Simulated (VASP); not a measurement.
Energy against volume of Yb (fcc). All values below come from PBE GGA with D3 dispersion (zero damping), VASP's PBE PAW potentials (set 64) (plane waves; VASP). Run with 520 eV cut-off, 9×9×9 Γ-centred mesh, Gaussian smearing of 0.050 eV, potentials Yb_2.

The 4f electrons are frozen in the core of the lanthanide potential, so 4f levels, which can set the real gap, and their magnetism are missing.

| V (Å³/atom) | E (eV/atom) |
|---|---|
| 36.065 | -1.71469 |
| 37.180 | -1.71794 |
| 38.296 | -1.71785 |
| 39.411 | -1.71487 |

Task: Fit these four points and predict the energy of the run at 34.949 Å³/atom.

Result: A cubic in V^(−2/3), the third-order Birch-Murnaghan form, passes through the four points with V0 = 37.70 Å³/atom and B0 = 15 GPa, and gives -1.7076 eV/atom there. The run gave -1.7076 eV/atom, -0.0 meV/atom from the fit; all five points give B0 = 15 GPa.

The compound is Yb in the fcc structure. It was relaxed first, which changed the volume by -8 %.
